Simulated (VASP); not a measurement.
Output of a VASP run:

### OSZICAR
```
...
       N       E                     dE             d eps       ncg     rms          rms(c)
DAV:   1    -0.352853631058E+02   -0.54348E-03   -0.12463E-02  1580   0.910E-01    0.733E-02
DAV:   2    -0.352851254125E+02    0.23769E-03   -0.27835E-04  1648   0.132E-01    0.402E-02
DAV:   3    -0.352850124837E+02    0.11293E-03   -0.34745E-04  1740   0.127E-01    0.127E-02
DAV:   4    -0.352850136701E+02   -0.11864E-05   -0.62791E-06  1728   0.216E-02    0.138E-02
DAV:   5    -0.352850084115E+02    0.52586E-05   -0.47750E-06  1704   0.223E-02    0.398E-03
DAV:   6    -0.352850081961E+02    0.21536E-06   -0.60634E-07  1240   0.556E-03
   2 F= -.35285008E+02 E0= -.35285112E+02  d E =-.189465E-03
       N       E                     dE             d eps       ncg     rms          rms(c)
DAV:   1    -0.352887233281E+02   -0.37149E-02   -0.11159E-01  1536   0.272E+00    0.218E-01
DAV:   2    -0.352865958721E+02    0.21275E-02   -0.24718E-03  1552   0.395E-01    0.120E-01
DAV:   3    -0.352855806948E+02    0.10152E-02   -0.31308E-03  1652   0.382E-01    0.383E-02
DAV:   4    -0.352855920115E+02   -0.11317E-04   -0.57076E-05  1768   0.649E-02    0.421E-02
DAV:   5    -0.352855560461E+02    0.35965E-04   -0.44017E-05  1580   0.682E-02    0.112E-02
DAV:   6    -0.352855533121E+02    0.27340E-05   -0.44277E-06  1860   0.150E-02    0.980E-03
DAV:   7    -0.352855549516E+02   -0.16395E-05   -0.40382E-07  1100   0.698E-03    0.681E-03
DAV:   8    -0.352855557680E+02   -0.81635E-06   -0.93093E-08  1064   0.363E-03
   3 F= -.35285556E+02 E0= -.35285662E+02  d E =-.737036E-03
       N       E                     dE             d eps       ncg     rms          rms(c)
DAV:   1    -0.352990957692E+02   -0.13541E-01   -0.44106E-01  1540   0.539E+00    0.433E-01
DAV:   2    -0.352906809196E+02    0.84148E-02   -0.97288E-03  1536   0.786E-01    0.239E-01
DAV:   3    -0.352866373542E+02    0.40436E-02   -0.12541E-02  1628   0.764E-01    0.771E-02
DAV:   4    -0.352866827272E+02   -0.45373E-04   -0.22585E-04  1764   0.129E-01    0.843E-02
DAV:   5    -0.352865529259E+02    0.12980E-03   -0.14907E-04  1572   0.125E-01    0.273E-02
DAV:   6    -0.352865333277E+02    0.19598E-04   -0.15577E-05  1804   0.311E-02    0.209E-02
DAV:   7    -0.352865360774E+02   -0.27496E-05   -0.17104E-06  1696   0.131E-02    0.151E-02
DAV:   8    -0.352865381680E+02   -0.20907E-05   -0.41069E-07  1192   0.739E-03    0.984E-03
DAV:   9    -0.352865385432E+02   -0.37518E-06   -0.66630E-08  1004   0.312E-03
   4 F= -.35286539E+02 E0= -.35286652E+02  d E =-.171981E-02
       N       E                     dE             d eps       ncg     rms          rms(c)
DAV:   1    -0.353372561417E+02   -0.50718E-01   -0.17199E+00  1540   0.106E+01    0.852E-01
DAV:   2    -0.353045156469E+02    0.32740E-01   -0.38090E-02  1536   0.156E+00    0.472E-01
DAV:   3    -0.352884759633E+02    0.16040E-01   -0.50333E-02  1624   0.153E+00    0.156E-01
DAV:   4    -0.352886413756E+02   -0.16541E-03   -0.88361E-04  1728   0.253E-01    0.167E-01
DAV:   5    -0.352883319256E+02    0.30945E-03   -0.20229E-04  1628   0.143E-01    0.108E-01
DAV:   6    -0.352880520226E+02    0.27990E-03   -0.14461E-04  1632   0.131E-01    0.727E-02
DAV:   7    -0.352880577183E+02   -0.56957E-05   -0.59677E-06  1876   0.224E-02    0.649E-02
DAV:   8    -0.352880602060E+02   -0.24877E-05   -0.44962E-06  1632   0.233E-02    0.499E-02
DAV:   9    -0.352880603642E+02   -0.15820E-06   -0.79290E-08  1256   0.296E-03
   5 F= -.35288060E+02 E0= -.35288187E+02  d E =-.324163E-02
```

OUTCAR:
```
------------------------ aborting loop because EDIFF is reached ----------------------------------------
  FORCE on cell =-STRESS in cart. coord.  units (eV):
  Direction    XX          YY          ZZ          XY          YZ          ZX
  --------------------------------------------------------------------------------------
  Total        0.0627918      0.0627918      0.0375490      0.0000000      0.0000000      0.0000000
  in kB        2.1175757      2.1175747      1.2662922      0.0000000      0.0000000      0.0000000
  external PRESSURE =       1.8338142 kB  Pullay stress =       0.0000000 kB
  volume of cell :       47.51
      direct lattice vectors                 reciprocal lattice vectors
     1.238772389 -2.145616215  0.000000000     0.403625399 -0.233033287 -0.000000000
     1.238772389  2.145616215  0.000000000     0.403625399  0.233033287 -0.000000000
     0.000000000  0.000000000  8.937193743    -0.000000000  0.000000000  0.111891946
 POSITION                                       TOTAL-FORCE (eV/Angst)
 -----------------------------------------------------------------------------------
      0.00000      0.00000      2.23430         0.000000     -0.000000     -0.000000
      0.00000      0.00000      6.70290        -0.000000     -0.000000      0.000000
      1.23877      0.71521      2.23430        -0.000000     -0.000000     -0.000000
      1.23877     -0.71521      6.70290         0.000000      0.000000      0.000000
 -----------------------------------------------------------------------------------
    total drift:                                0.000000     -0.000000      0.000000
  FREE ENERGIE OF THE ION-ELECTRON SYSTEM (eV)
  ---------------------------------------------------
  free  energy   TOTEN  =       -35.2880603642 eV

  energy  without entropy=      -35.2884407334  energy(sigma->0) =      -35.28818715

 reached required accuracy - stopping structural energy minimisation
```
(Selected blocks of OUTCAR.)

POSCAR:
```
C
1
    1.2390471646    -2.1460921394    -0.0000000000
    1.2390471646     2.1460921394    -0.0000000000
    0.0000000000     0.0000000000     8.6456859378
C
4
Direct
  0.0000000000   0.0000000000   0.2500000000
  0.0000000000   0.0000000000   0.7500000000
  0.3333330000   0.6666670000   0.2500000000
  0.6666670000   0.3333330000   0.7500000000
```

Task: Reconstruct the remaining input files.

Result: Several could match; the one computed here: the input of the run itself, RPBE GGA, plane waves, VASP's PBE PAW potentials (set 64).

KPOINTS:
```
K-points
0
gamma
  13 13 4
0 0 0
```

### INCAR
```
# general
SYSTEM  =  C
PREC    =  Accurate
ENCUT   =  520
LREAL   =  .False.
LASPH   =  .True.   # aspherical one-centre terms

# electronic loop
EDIFF   =  1E-6
NELM    =  100   # most electronic steps
ALGO    =  Normal   # blocked Davidson

# smearing
ISMEAR  =  1
SIGMA   =  0.1

# functional
GGA     =  RP   # RPBE

# ions
IBRION  =  2
NSW     =  60   # most ionic steps
ISIF    =  3   # ions, shape and volume
EDIFFG  =  -0.02   # ionic stop

# output
LWAVE   =  .False.
LCHARG  =  .False.
```

POTCAR, in this order: C (PBE.64 set). Program: vasp_std.

Energy and stress use the plane-wave basis of the starting cell. Without a dispersion term in the relaxation, distances and binding between the weakly bound layers, chains or molecules are unreliable, and so is what depends on them.

The compound is C in the graphite structure. This run relaxes it. Symmetry was kept, so distortions that lower it aren't found. The start is the result of an earlier pass.
